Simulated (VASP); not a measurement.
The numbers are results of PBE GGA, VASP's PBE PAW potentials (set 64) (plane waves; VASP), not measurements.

A VASP calculation is set up with these files.

### KPOINTS
```
K-points
0
Monkhorst-Pack
2 2 2
```

### POSCAR
```
TiV52
1
    8.9342515068     0.0000000000    -0.0000000000
    0.0000000000     8.9342515068     0.0000000000
    0.0000000000     0.0000000000     8.9342515068
V Ti
52 1
Direct
  0.0024650000   0.0030930000   0.0024370000
  0.3335370000  -0.0017640000  -0.0032250000
  0.6662080000  -0.0006450000   0.0001500000
 -0.0001430000   0.3336990000   0.0002860000
  0.0017220000   0.0014020000   0.3341230000
  0.1661790000   0.1652740000   0.1697940000
  0.3322360000   0.3314770000  -0.0028660000
  0.3365210000  -0.0024560000   0.3321590000
  0.4971680000   0.1648500000   0.1659650000
  0.6692810000   0.3323130000   0.0032000000
  0.6635560000  -0.0009790000   0.3325480000
  0.8350770000   0.1695630000   0.1654770000
 -0.0004460000   0.6651490000   0.0019870000
  0.0009120000   0.3304860000   0.3340170000
  0.1686180000   0.4969110000   0.1663730000
  0.3352490000   0.6698920000   0.0005540000
 -0.0030430000  -0.0003540000   0.6646080000
  0.1675050000   0.1647880000   0.4976960000
  0.5029020000   0.5029260000   0.1658400000
  0.6672990000   0.6677360000   0.0000700000
  0.3331410000  -0.0032420000   0.6638140000
  0.4995700000   0.1662140000   0.4979270000
  0.6668630000   0.3339870000   0.3347920000
  0.8320550000   0.4993690000   0.1687970000
  0.6672420000   0.0013630000   0.6667370000
  0.8355120000   0.1681230000   0.5024180000
 -0.0019580000   0.6653370000   0.3331740000
  0.1666240000   0.8340440000   0.1687720000
  0.0001830000   0.3362320000   0.6681410000
  0.1645460000   0.5007900000   0.5004110000
  0.3350720000   0.6686910000   0.3320040000
  0.4976130000   0.8342270000   0.1634210000
  0.1685720000   0.1666800000   0.8366150000
  0.3365280000   0.3315320000   0.6689770000
  0.6687310000   0.6649250000   0.3343690000
  0.8364830000   0.8348620000   0.1639980000
  0.5000040000   0.1664180000   0.8300380000
  0.6698940000   0.3358260000   0.6648000000
  0.8340290000   0.4998150000   0.4990700000
  0.8335270000   0.1670950000   0.8355350000
 -0.0028860000   0.6673690000   0.6666910000
  0.1644240000   0.8309930000   0.5009100000
  0.1691940000   0.4969170000   0.8328580000
  0.3358280000   0.6665120000   0.6657930000
  0.4982880000   0.8303510000   0.4978560000
  0.5003750000   0.5001990000   0.8336250000
  0.6653400000   0.6690790000   0.6689570000
  0.8331070000   0.8349920000   0.5018720000
  0.8324630000   0.4978700000   0.8317020000
  0.1649310000   0.8326200000   0.8300810000
  0.4985540000   0.8335780000   0.8328250000
  0.8335430000   0.8349180000   0.8361800000
  0.5002390000   0.4973620000   0.5015260000
```

INCAR:
```
ALGO=Fast
EDIFF=1E-5
EDIFFG=-0.03
ENCUT=400
GGA=PE
IBRION=2
ISIF=2
ISMEAR=1
ISYM=0
LASPH=T
LCHARG=F
LMAXMIX=4
LREAL=Auto
LWAVE=F
NELM=100
NELMIN=4
NSW=60
PREC=Normal
SIGMA=0.1
SYSTEM=TiV52
```

POTCAR, in this order: V Ti (PBE.64 set). Program: vasp_std.

The run wrote:

File OSZICAR:
```
...
  12 F= -.47078185E+03 E0= -.47079752E+03  d E =-.800927E-01
       N       E                     dE             d eps       ncg     rms          rms(c)
DAV:   1    -0.470794532102E+03   -0.12679E-01   -0.16773E+00  1272   0.278E+00    0.465E-01
RMM:   2    -0.470812088179E+03   -0.17556E-01   -0.15863E-01  1275   0.200E+00    0.116E+00
RMM:   3    -0.470794645734E+03    0.17442E-01   -0.47414E-02  1272   0.125E+00    0.390E-01
RMM:   4    -0.470793926358E+03    0.71938E-03   -0.16050E-02  1422   0.469E-01    0.216E-01
RMM:   5    -0.470794550698E+03   -0.62434E-03   -0.13659E-02  1568   0.388E-01    0.248E-01
RMM:   6    -0.470793776457E+03    0.77424E-03   -0.41271E-03  1312   0.297E-01    0.124E-01
RMM:   7    -0.470793991708E+03   -0.21525E-03   -0.48234E-03  1760   0.186E-01    0.134E-01
RMM:   8    -0.470793767862E+03    0.22385E-03   -0.11927E-03  1411   0.139E-01    0.505E-02
RMM:   9    -0.470793824806E+03   -0.56944E-04   -0.96246E-04  1841   0.612E-02    0.408E-02
RMM:  10    -0.470793811175E+03    0.13631E-04   -0.16075E-04  1468   0.360E-02    0.229E-02
RMM:  11    -0.470793810506E+03    0.66960E-06   -0.74193E-05  1126   0.247E-02
  13 F= -.47079381E+03 E0= -.47080928E+03  d E =-.119596E-01
       N       E                     dE             d eps       ncg     rms          rms(c)
DAV:   1    -0.470796818761E+03   -0.30076E-02   -0.64307E-01  1286   0.172E+00    0.286E-01
RMM:   2    -0.470803572028E+03   -0.67533E-02   -0.59921E-02  1278   0.122E+00    0.719E-01
RMM:   3    -0.470796893232E+03    0.66788E-02   -0.17915E-02  1272   0.765E-01    0.242E-01
RMM:   4    -0.470796604651E+03    0.28858E-03   -0.62198E-03  1418   0.294E-01    0.131E-01
RMM:   5    -0.470796904722E+03   -0.30007E-03   -0.56729E-03  1601   0.240E-01    0.159E-01
RMM:   6    -0.470796571651E+03    0.33307E-03   -0.15207E-03  1300   0.185E-01    0.762E-02
RMM:   7    -0.470796663494E+03   -0.91843E-04   -0.19496E-03  1783   0.114E-01    0.814E-02
RMM:   8    -0.470796586802E+03    0.76693E-04   -0.47225E-04  1431   0.835E-02    0.335E-02
RMM:   9    -0.470796604516E+03   -0.17714E-04   -0.34413E-04  1763   0.377E-02    0.277E-02
RMM:  10    -0.470796596340E+03    0.81760E-05   -0.49320E-05   966   0.234E-02
  14 F= -.47079660E+03 E0= -.47081179E+03  d E =-.147455E-01
       N       E                     dE             d eps       ncg     rms          rms(c)
DAV:   1    -0.470804234875E+03   -0.76304E-02   -0.96964E-01  1272   0.209E+00    0.322E-01
RMM:   2    -0.470817594374E+03   -0.13359E-01   -0.83846E-02  1289   0.138E+00    0.946E-01
RMM:   3    -0.470804022048E+03    0.13572E-01   -0.27725E-02  1272   0.992E-01    0.216E-01
RMM:   4    -0.470804245631E+03   -0.22358E-03   -0.97078E-03  1559   0.304E-01    0.154E-01
RMM:   5    -0.470804340692E+03   -0.95061E-04   -0.53000E-03  1668   0.216E-01    0.140E-01
RMM:   6    -0.470804074972E+03    0.26572E-03   -0.17096E-03  1337   0.187E-01    0.865E-02
RMM:   7    -0.470804086375E+03   -0.11404E-04   -0.14574E-03  1652   0.120E-01    0.673E-02
RMM:   8    -0.470804063489E+03    0.22886E-04   -0.55215E-04  1608   0.708E-02    0.404E-02
RMM:   9    -0.470804057642E+03    0.58475E-05   -0.24157E-04  1605   0.453E-02    0.209E-02
RMM:  10    -0.470804057671E+03   -0.29497E-07   -0.81194E-05  1176   0.233E-02
  15 F= -.47080406E+03 E0= -.47081900E+03  d E =-.746133E-02
       N       E                     dE             d eps       ncg     rms          rms(c)
DAV:   1    -0.470809157511E+03   -0.50999E-02   -0.12639E+00  1272   0.239E+00    0.359E-01
RMM:   2    -0.470825624688E+03   -0.16467E-01   -0.10432E-01  1294   0.152E+00    0.105E+00
RMM:   3    -0.470808903460E+03    0.16721E-01   -0.34249E-02  1272   0.110E+00    0.237E-01
RMM:   4    -0.470809296988E+03   -0.39353E-03   -0.12964E-02  1582   0.343E-01    0.177E-01
RMM:   5    -0.470809387498E+03   -0.90510E-04   -0.66506E-03  1659   0.242E-01    0.155E-01
RMM:   6    -0.470809058637E+03    0.32886E-03   -0.22201E-03  1342   0.211E-01    0.973E-02
RMM:   7    -0.470809072893E+03   -0.14255E-04   -0.18439E-03  1665   0.134E-01    0.726E-02
RMM:   8    -0.470809049837E+03    0.23055E-04   -0.67190E-04  1593   0.787E-02    0.427E-02
RMM:   9    -0.470809045852E+03    0.39854E-05   -0.29977E-04  1644   0.484E-02    0.229E-02
RMM:  10    -0.470809046349E+03   -0.49723E-06   -0.10104E-04  1263   0.251E-02    0.163E-02
RMM:  11    -0.470809044034E+03    0.23150E-05   -0.32957E-05   804   0.239E-02
  16 F= -.47080904E+03 E0= -.47082363E+03  d E =-.124477E-01
       N       E                     dE             d eps       ncg     rms          rms(c)
DAV:   1    -0.470808722304E+03    0.32405E-03   -0.50496E+00  1272   0.478E+00    0.724E-01
RMM:   2    -0.470875327914E+03   -0.66606E-01   -0.43049E-01  1297   0.307E+00    0.209E+00
RMM:   3    -0.470807822031E+03    0.67506E-01   -0.13968E-01  1272   0.221E+00    0.485E-01
RMM:   4    -0.470809005673E+03   -0.11836E-02   -0.51084E-02  1566   0.696E-01    0.348E-01
RMM:   5    -0.470809420480E+03   -0.41481E-03   -0.26434E-02  1652   0.483E-01    0.308E-01
RMM:   6    -0.470808259900E+03    0.11606E-02   -0.91168E-03  1358   0.416E-01    0.202E-01
RMM:   7    -0.470808197479E+03    0.62421E-04   -0.67314E-03  1608   0.272E-01    0.145E-01
RMM:   8    -0.470808135023E+03    0.62456E-04   -0.30419E-03  1643   0.162E-01    0.952E-02
RMM:   9    -0.470808089335E+03    0.45688E-04   -0.12092E-03  1606   0.107E-01    0.459E-02
RMM:  10    -0.470808106650E+03   -0.17315E-04   -0.56430E-04  1792   0.542E-02    0.343E-02
RMM:  11    -0.470808096683E+03    0.99669E-05   -0.14898E-04  1432   0.425E-02    0.231E-02
RMM:  12    -0.470808101068E+03   -0.43856E-05   -0.11472E-04  1366   0.332E-02    0.204E-02
RMM:  13    -0.470808098110E+03    0.29580E-05   -0.31105E-05   802   0.255E-02
  17 F= -.47080810E+03 E0= -.47082187E+03  d E =-.115018E-01
       N       E                     dE             d eps       ncg     rms          rms(c)
DAV:   1    -0.470810570811E+03   -0.24697E-02   -0.18283E+00  1272   0.287E+00    0.420E-01
RMM:   2    -0.470832484514E+03   -0.21914E-01   -0.13569E-01  1279   0.180E+00    0.123E+00
RMM:   3    -0.470810185266E+03    0.22299E-01   -0.45783E-02  1272   0.128E+00    0.271E-01
RMM:   4    -0.470810852391E+03   -0.66713E-03   -0.17605E-02  1595   0.401E-01    0.209E-01
RMM:   5    -0.470810954045E+03   -0.10165E-03   -0.91600E-03  1662   0.289E-01    0.189E-01
RMM:   6    -0.470810389871E+03    0.56417E-03   -0.29052E-03  1323   0.254E-01    0.100E-01
RMM:   7    -0.470810514345E+03   -0.12447E-03   -0.31171E-03  1769   0.154E-01    0.887E-02
RMM:   8    -0.470810442814E+03    0.71530E-04   -0.68241E-04  1445   0.957E-02    0.370E-02
RMM:   9    -0.470810461596E+03   -0.18781E-04   -0.46631E-04  1791   0.477E-02    0.290E-02
RMM:  10    -0.470810457365E+03    0.42303E-05   -0.99116E-05  1266   0.270E-02
  18 F= -.47081046E+03 E0= -.47082474E+03  d E =-.138610E-01
       N       E                     dE             d eps       ncg     rms          rms(c)
DAV:   1    -0.470815439554E+03   -0.49780E-02   -0.15602E+00  1272   0.266E+00    0.377E-01
RMM:   2    -0.470828879665E+03   -0.13440E-01   -0.10091E-01  1274   0.157E+00    0.101E+00
RMM:   3    -0.470815280123E+03    0.13600E-01   -0.33423E-02  1272   0.108E+00    0.262E-01
RMM:   4    -0.470815703662E+03   -0.42354E-03   -0.14738E-02  1618   0.366E-01    0.182E-01
RMM:   5    -0.470815818094E+03   -0.11443E-03   -0.78277E-03  1574   0.294E-01    0.196E-01
RMM:   6    -0.470815244770E+03    0.57332E-03   -0.22260E-03  1298   0.234E-01    0.919E-02
RMM:   7    -0.470815377541E+03   -0.13277E-03   -0.29064E-03  1814   0.136E-01    0.885E-02
RMM:   8    -0.470815303329E+03    0.74212E-04   -0.66326E-04  1458   0.910E-02    0.387E-02
RMM:   9    -0.470815318282E+03   -0.14953E-04   -0.41950E-04  1772   0.477E-02    0.290E-02
RMM:  10    -0.470815312559E+03    0.57230E-05   -0.88582E-05  1218   0.259E-02
  19 F= -.47081531E+03 E0= -.47082914E+03  d E =-.485519E-02
```

### OUTCAR
```
------------------------ aborting loop because EDIFF is reached ----------------------------------------
  FORCE on cell =-STRESS in cart. coord.  units (eV):
  Direction    XX          YY          ZZ          XY          YZ          ZX
  --------------------------------------------------------------------------------------
  Total       -0.8869093     -0.9050930     -0.8602917     -2.5695754     -2.5759148     -2.5933479
  in kB       -1.9925778     -2.0334301     -1.9327773     -5.7729450     -5.7871876     -5.8263537
  external PRESSURE =      -1.9862617 kB  Pullay stress =       0.0000000 kB
  volume of cell :      713.14
      direct lattice vectors                 reciprocal lattice vectors
     8.934251507  0.000000000  0.000000000     0.111928794  0.000000000  0.000000000
     0.000000000  8.934251507  0.000000000     0.000000000  0.111928794  0.000000000
     0.000000000  0.000000000  8.934251507     0.000000000  0.000000000  0.111928794
 POSITION                                       TOTAL-FORCE (eV/Angst)
 -----------------------------------------------------------------------------------
      0.02029      0.01487      0.01555        -0.001429      0.008794      0.012509
      3.00372      0.03316      0.03544         0.011501      0.002690     -0.002597
      5.93516      0.01560      0.01576         0.008000     -0.010968     -0.009085
      0.03727      3.00442      0.03604         0.001843     -0.013712     -0.002840
      0.03733      0.03285      3.00337         0.001367      0.007102      0.000225
      1.62390      1.61938      1.62141         0.003897      0.008949      0.004476
      2.99353      2.98984      8.83718         0.003780      0.002231      0.011454
      2.99137      8.83673      2.99023         0.016930      0.003555      0.008996
      4.40369      1.60064      1.60166         0.003807      0.007180      0.007299
      5.95590      2.96814      0.01663         0.008431      0.008721     -0.005997
      5.95749      0.01525      2.96847        -0.005486     -0.006427      0.011298
      7.46410      1.46913      1.47162         0.009654      0.010938      0.000853
      0.02065      5.93032      0.01625        -0.019472      0.013365     -0.005817
      8.84166      2.98844      2.99145        -0.001511      0.008533      0.002189
      1.60737      4.39926      1.60358        -0.001493      0.004778      0.005122
      2.97164      5.95279      0.01634         0.014802      0.005842     -0.004514
      0.01839      0.01570      5.93305        -0.010398     -0.014122      0.005999
      1.60549      1.60199      4.40493        -0.001150     -0.000381     -0.012925
      4.43398      4.43144      1.46850         0.003492     -0.002752     -0.003457
      5.95635      5.95224      8.92597         0.006566      0.010236      0.001267
      2.97156      0.01499      5.95269         0.009343     -0.007296      0.008940
      4.43428      1.46707      4.43237        -0.002193     -0.000298     -0.005074
      6.10808      2.96490      2.96634        -0.011071     -0.005185     -0.006811
      7.45786      4.49253      1.45988         0.005066     -0.004647      0.009257
      5.95577      8.92601      5.95358         0.008115     -0.004600      0.004203
      7.45828      1.45829      4.49297         0.000844      0.011024      0.001750
      0.01903      5.95371      2.96941        -0.009468     -0.002904      0.010729
      1.47305      7.46103      1.47001         0.006720      0.005074      0.011844
      0.01875      2.96884      5.95364        -0.008613      0.005861      0.006516
      1.47072      4.43021      4.43011        -0.000825      0.002750      0.010213
      2.96858      6.10642      2.96679        -0.001816     -0.020173     -0.007971
      4.49730      7.45438      1.45858        -0.009623      0.003676      0.010836
      1.47218      1.46833      7.46100         0.008431      0.012168      0.012171
      2.96874      2.96412      6.10899        -0.000421     -0.001159     -0.027542
      5.93830      5.93349      2.94265        -0.019329     -0.014041      0.013063
      7.45475      7.45128      1.49596         0.009808      0.006521      0.014001
      4.49584      1.45700      7.45416         0.001199      0.013976      0.008384
      5.93677      2.94305      5.93357        -0.010697      0.005532     -0.010058
      7.46520      4.48353      4.48416        -0.019046     -0.007323     -0.004213
      7.45577      1.49628      7.45191         0.000166      0.015145      0.009427
      8.92817      5.95244      5.95377         0.002550      0.005976      0.005205
      1.46120      7.45360      4.49420         0.009998      0.006039     -0.003023
      1.46189      4.49365      7.45682         0.007994     -0.008435     -0.002297
      2.94689      5.93246      5.93555         0.008324     -0.010133     -0.021319
      4.48772      7.45945      4.48434        -0.010747     -0.011084     -0.005270
      4.48757      4.48367      7.46325        -0.008268     -0.008496     -0.023334
      5.92999      5.92745      5.93064        -0.008199     -0.012646     -0.022872
      7.43714      7.43426      4.44077        -0.004115     -0.008461      0.015598
      7.43846      4.43993      7.43535        -0.012361      0.011730     -0.007768
      1.49797      7.45066      7.45295         0.021009      0.008442      0.001262
      4.44344      7.43531      7.43553         0.010644     -0.014256     -0.008970
      7.43792      7.43353      7.43592        -0.009299     -0.004655     -0.014252
      4.17566      4.17322      4.17276        -0.017252     -0.022673     -0.007081
 -----------------------------------------------------------------------------------
    total drift:                               -0.002816     -0.009098     -0.014813
  FREE ENERGIE OF THE ION-ELECTRON SYSTEM (eV)
  ---------------------------------------------------
  free  energy   TOTEN  =      -470.8153125590 eV

  energy  without entropy=     -470.8567812618  energy(sigma->0) =     -470.82913546

 reached required accuracy - stopping structural energy minimisation
```
(Selected blocks of OUTCAR.)

**CONTCAR**
```
TiV52
   1.00000000000000
     8.9342515068000008    0.0000000000000000    0.0000000000000000
     0.0000000000000000    8.9342515068000008    0.0000000000000000
     0.0000000000000000    0.0000000000000000    8.9342515068000008
  V               Ti
    52     1
Direct
     0.0022709300905308    0.0016638457177617    0.0017399337892892
     0.3362025543309359    0.0037115764990726    0.0039668659354609
     0.6643158490118904    0.0017459480743223    0.0017635120762678
     0.0041711938019871    0.3362811970721235    0.0040335569833519
     0.0041777739241220    0.0036767354259422    0.3361634076261046
     0.1817608605945175    0.1812556303011837    0.1814823271819257
     0.3350622523441821    0.3346489349990675    0.9891347799481955
     0.3348208047418200    0.9890848998143877    0.3346929479055220
     0.4929000460534871    0.1791573332242836    0.1792713731522922
     0.6666365964854652    0.3322203670169105    0.0018608798966743
     0.6668149423843744    0.0017071628410553    0.3322567135972403
     0.8354473099909154    0.1644380679417440    0.1647168422964731
     0.0023107767745560    0.6637739597434803    0.0018189000050784
     0.9896364768954860    0.3344928287251852    0.3348290439593312
     0.1799108640086186    0.4924039076753206    0.1794865241619107
     0.3326115528890851    0.6662882435767660    0.0018288475975890
     0.0020584882170502    0.0017577432134339    0.6640796789421656
     0.1797010279641330    0.1793083635386855    0.4930390603084054
     0.4962898270463917    0.4960062139122662    0.1643679701088363
     0.6666865574596658    0.6662272402558164    0.9990733535479877
     0.3326027741996100    0.0016781548908685    0.6662777801350053
     0.4963240826116160    0.1642072891253046    0.4961095635488421
     0.6836695681975818    0.3318578676518603    0.3320184254904106
     0.8347495225452580    0.5028439748879203    0.1634020603927876
     0.6666225270600997    0.9990779559668332    0.6663769816076770
     0.8347958490117702    0.1632243630977317    0.5028929525399041
     0.0021301584901778    0.6663912436724440    0.3323629914156844
     0.1648768400927274    0.8351038988227859    0.1645367197027876
     0.0020986126327416    0.3322992389157596    0.6663840021956163
     0.1646154849278482    0.4958679029479239    0.4958571903178519
     0.3322694495120567    0.6834844018598861    0.3320690135007136
     0.5033772806873611    0.8343592726036684    0.1632567290593081
     0.1647788162272549    0.1643481045873623    0.8351004908674319
     0.3322880173924704    0.3317708209685364    0.6837714829998522
     0.6646664320606038    0.6641282615509937    0.3293667121948129
     0.8344011926680157    0.8340129452473184    0.1674412028960774
     0.5032139261015302    0.1630803511072877    0.8343351466413914
     0.6644953152435983    0.3294115576574819    0.6641372973348263
     0.8355706938750339    0.5018364134623671    0.5019071230854394
     0.8345150154740866    0.1674763188910543    0.8340835411057115
     0.9993191571796285    0.6662491312688636    0.6663983977463845
     0.1635503573196140    0.8342728586976654    0.5030307460624612
     0.1636270789684074    0.5029688904359797    0.8346330517684110
     0.3298422481194793    0.6640134921231727    0.6643584931556785
     0.5023052018438805    0.8349277698188128    0.5019273016455488
     0.5022882244243760    0.5018512986570939    0.8353526008898504
     0.6637365676478371    0.6634528656452772    0.6638090870806640
     0.8324301908917909    0.8321080224106566    0.4970499414449532
     0.8325777264574086    0.4969559246961381    0.8322295855116075
     0.1676663850019995    0.8339430110740301    0.8341997812723199
     0.4973487584038609    0.8322252115546028    0.8322500651786214
     0.8325169048174925    0.8320261167379522    0.8322935544316559
     0.4673769549035450    0.4671038693955493    0.4670524677596069
```

The cell is a supercell with a defect, built from V (bcc): Ti into a V vacancy. The run is not spin-polarised, so no magnetic state was tried. The run is not spin-polarised, so no state with unpaired spins was tried.
